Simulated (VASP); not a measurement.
Input:

```
BN
1.0
    0.00000     1.78307     1.78307
    1.78307     0.00000     1.78307
    1.78307     1.78307     0.00000
B N
1 1
Cartesian
  0.00000   0.00000   0.00000
  0.89154   0.89154   0.89154
```

The numbers are results of PBE GGA, VASP's PBE PAW potentials (set 64) (plane waves; VASP), not measurements. Run with PREC = Normal, 500 eV cut-off, 6×6×6 Γ-centred mesh, Gaussian smearing of 0.010 eV, potentials B_GW N_GW_new.

Problem. Estimate the energy per atom (σ→0), pressure, band gap (on the k-mesh) with the smallest direct gap where there is one.

Solution. 
The band gap (on the k-mesh) is 4.50 eV, the smallest direct gap (on the k-mesh) comes out as 9.01 eV and the energy per atom (σ→0) is -8.709 eV/atom. The pressure is 196.9 kbar.

Only differences to runs with the same potentials and settings are physical.

The compound is BN in the zinc blende structure. This cell is one point of a volume scan, at 0.96 of the reference volume. The k-mesh is coarse (spacing up to 0.51 per Å, 2π included), so the numbers may not be converged in it.
